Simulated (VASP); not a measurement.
InSe:

```
In Se
1.0
     4.05000    0.00000    0.00000
    -2.02500    3.50740    0.00000
     0.00000    0.00000   16.93000
In Se
4 4
Cartesian
  0.0000 2.3383 2.6580
  2.0250 1.1691 11.1230
  0.0000 2.3383 5.8070
  2.0250 1.1691 14.2720
  0.0000 2.3383 10.1919
  2.0250 1.1691 1.7269
  0.0000 2.3383 15.2031
  2.0250 1.1691 6.7381
```

```yaml
Program: VASP 6.6.1
Task: relaxation of cell and atoms
Functional: PBE
Dispersion: D3(BJ)
Potentials_or_basis: VASP PAW PBE potentials, release 64 (In_d, Se)
Cutoff: 600 eV
k_mesh: 9 × 9 × 2
Occupations: gaussian, width 0.03 eV
Spin: no spin polarisation
```

At the start: pressure 6.0 GPa; volume 30.06 Å³/atom.

**Question.** Where does the relaxation end?

**Answer.** Over 21 steps the energy falls by 235.5 meV/atom and the volume is 29.51 Å³/atom (-1.8 %); space group P6_3/mmc (No. 194, to 0.05 Å).

Step by step:
```tsv
step	energy change (eV)	largest force (eV/Å)	pressure (GPa)	volume (Å³)
1	0.0000	2.9070	5.96	240.49
2	-1.1000	0.2693	-4.41	280.98
3	-1.3896	0.8298	-2.17	266.69
4	-1.6667	0.3208	-1.19	254.23
5	-1.7214	0.2780	-0.30	246.46
6	-1.8289	0.3119	0.48	240.32
7	-1.8499	0.3315	1.09	236.15
8	-1.8674	0.1210	-0.64	241.08
9	-1.8775	0.0468	-0.01	239.23
10	-1.8775	0.0523	0.00	239.17
11	-1.8785	0.0415	-0.02	239.09
12	-1.8787	0.0737	-0.04	239.03
13	-1.8794	0.0641	-0.03	238.81
14	-1.8811	0.0509	0.01	238.16
15	-1.8819	0.0736	0.11	236.84
16	-1.8829	0.0475	0.03	236.93
17	-1.8833	0.0253	-0.11	237.07
18	-1.8834	0.0236	-0.09	237.05
19	-1.8839	0.0262	-0.04	236.61
20	-1.8842	0.0291	0.05	235.94
21	-1.8843	0.0068	-0.01	236.05
```

Final structure:
```
CELL_PARAMETERS angstrom
4.03306 0.00000 0.00000
-2.01653 3.49273 0.00000
0.00000 0.00000 16.75718
ATOMIC_POSITIONS crystal
In 0.33333 0.66667 0.16664
In 0.66667 0.33333 0.66664
In 0.33333 0.66667 0.33336
In 0.66667 0.33333 0.83336
Se 0.33333 0.66667 0.58971
Se 0.66667 0.33333 0.08971
Se 0.33333 0.66667 0.91029
Se 0.66667 0.33333 0.41029
```
